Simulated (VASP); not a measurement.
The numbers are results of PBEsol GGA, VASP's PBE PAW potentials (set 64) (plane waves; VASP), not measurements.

The input files of a VASP run:

INCAR:
```
! general
SYSTEM  = Er
PREC    = Accurate
ENCUT   = 520
LREAL   = .FALSE.
LASPH   = .TRUE.

! electronic loop
EDIFF   = 1E-7   ! SCF stop (eV)
NELM    = 100
ALGO    = Normal
LMAXMIX = 6   ! l cut-off of mixed one-centre charges

! smearing
ISMEAR  = -5   ! tetrahedra, Bloechl

! functional
GGA     = PS   ! PBEsol

! ions
ISIF    = 2   ! forces and stress, cell fixed

! output
LWAVE   = .FALSE.
LCHARG  = .TRUE.
LORBIT  = 11
NEDOS   = 601   ! DOS grid
```

KPOINTS:
```
Automatic mesh
0
Gamma
13 13 8
0 0 0
```

POSCAR:
```
Er
3.5247260
  0.5000001049  -0.8660254652   0.0000000000
  0.5000001049   0.8660254652   0.0000000000
  0.0000000000   0.0000000000   1.5373918754
Er
2
Direct
  0.3333330000   0.6666670000   0.2500000000
  0.6666670000   0.3333330000   0.7500000000
```

POTCAR, in this order: Er_3 (PBE.64 set). Program: vasp_std.

The resulting files:

OSZICAR:
```
       N       E                     dE             d eps       ncg     rms          rms(c)
DAV:   1     0.483652326190E+02    0.48365E+02   -0.86906E+03  4555   0.138E+03
DAV:   2    -0.726268312414E+01   -0.55628E+02   -0.54279E+02  4585   0.546E+02
DAV:   3    -0.972560844182E+01   -0.24629E+01   -0.23730E+01  4889   0.611E+01
DAV:   4    -0.983663761587E+01   -0.11103E+00   -0.10463E+00  4932   0.996E+00
DAV:   5    -0.984163258228E+01   -0.49950E-02   -0.48516E-02  4705   0.198E+00    0.256E+01
DAV:   6    -0.983637636319E+01    0.52562E-02   -0.30855E-02  4613   0.324E+00    0.152E+01
DAV:   7    -0.984554850636E+01   -0.91721E-02   -0.52861E-02  4420   0.428E+00    0.359E-01
DAV:   8    -0.984522412051E+01    0.32439E-03   -0.34326E-03  4424   0.835E-01    0.839E-02
DAV:   9    -0.984521827930E+01    0.58412E-05   -0.19882E-04  4629   0.199E-01    0.297E-02
DAV:  10    -0.984521390456E+01    0.43747E-05   -0.20683E-05  4626   0.581E-02    0.338E-02
DAV:  11    -0.984521413202E+01   -0.22747E-06   -0.12822E-06  4573   0.151E-02    0.544E-03
DAV:  12    -0.984521433722E+01   -0.20520E-06   -0.14407E-07  2673   0.620E-03    0.209E-03
DAV:  13    -0.984521431160E+01    0.25626E-07   -0.33101E-08  2395   0.862E-03
   1 F= -.98452143E+01 E0= -.98452143E+01  d E =0.000000E+00
```

File OUTCAR:
```
------------------------ aborting loop because EDIFF is reached ----------------------------------------
  FORCE on cell =-STRESS in cart. coord.  units (eV):
  Direction    XX          YY          ZZ          XY          YZ          ZX
  --------------------------------------------------------------------------------------
  Total       -0.0226868     -0.0226868      0.1746291      0.0000000      0.0000000     -0.0000000
  in kB       -0.6234377     -0.6234375      4.7988334      0.0000000      0.0000000     -0.0000000
  external PRESSURE =       1.1839861 kB  Pullay stress =       0.0000000 kB
  volume of cell :       58.30
      direct lattice vectors                 reciprocal lattice vectors
     1.762363370 -3.052502474  0.000000000     0.283709937 -0.163800031  0.000000000
     1.762363370  3.052502474  0.000000000     0.283709937  0.163800031  0.000000000
     0.000000000  0.000000000  5.418885115     0.000000000  0.000000000  0.184539805
 POSITION                                       TOTAL-FORCE (eV/Angst)
 -----------------------------------------------------------------------------------
      1.76236      1.01750      1.35472         0.000000      0.000000      0.000000
      1.76236     -1.01750      4.06416        -0.000000      0.000000      0.000000
 -----------------------------------------------------------------------------------
    total drift:                                0.000000      0.000084     -0.000012
  FREE ENERGIE OF THE ION-ELECTRON SYSTEM (eV)
  ---------------------------------------------------
  free  energy   TOTEN  =        -9.8452143116 eV

  energy  without entropy=       -9.8452143116  energy(sigma->0) =       -9.84521431

 total charge

# of ion       s       p       d       tot
------------------------------------------
    1        0.532   6.561   1.134   8.227
    2        0.532   6.561   1.134   8.227
--------------------------------------------------
tot          1.064  13.122   2.269  16.455
```
(Selected blocks of OUTCAR.)

File OUTCAR:
```
 val. band max:        3.0804998723   @ k =   0.2308   0.0000   0.1250

 cond. band min:       3.0849339068   @ k =   0.1538   0.0769   0.2500


 Fermi energy:         3.0805648432

 k-point     1 :       0.0000    0.0000    0.0000
  band No.  band energies     occupation
      1     -21.8239      2.00000
      2     -21.2204      2.00000
      3     -21.2204      2.00000
      4     -21.0935      2.00000
      5     -21.0935      2.00000
      6     -21.0297      2.00000
      7      -2.5111      2.00000
      8       0.7693      2.00000
      9       4.4434      0.00000
     10       5.0366      0.00000
     11       5.0367      0.00000
     12       5.6335      0.00000
     13       5.8405      0.00000

 k-point     2 :       0.0769   -0.0000    0.0000
  band No.  band energies     occupation
      1     -21.8105      2.00000
      2     -21.2461      2.00000
      3     -21.2296      2.00000
      4     -21.1211      2.00000
      5     -21.0964      2.00000
      6     -21.0367      2.00000
      7      -2.3632      2.00000
      8       0.9121      2.00000
      9       4.2655      0.00000
     10       4.6701      0.00000
     11       5.1770      0.00000
     12       5.6755      0.00000
     13       5.9309      0.00000

 k-point     3 :       0.1538   -0.0000    0.0000
  band No.  band energies     occupation
      1     -21.7716      2.00000
      2     -21.3174      2.00000
      3     -21.2544      2.00000
      4     -21.1958      2.00000
      5     -21.1052      2.00000
      6     -21.0578      2.00000
      7      -1.9368      2.00000
      8       1.3024      2.00000
      9       3.8083     -0.00000
     10       4.0691      0.00000
     11       5.2389      0.00000
     12       5.5974      0.00000
     13       5.7394      0.00000

 k-point     4 :       0.2308    0.0000    0.0000
  band No.  band energies     occupation
      1     -21.7117      2.00000
      2     -21.4184      2.00000
      3     -21.2968      2.00000
...
```

The 4f electrons are frozen in the core of the lanthanide potential, so 4f levels, which can set the real gap, and their magnetism are missing. For a metal the tetrahedron method with Blöchl corrections gives inexact stress and forces.

The compound is Er in the hcp structure. It was relaxed first.
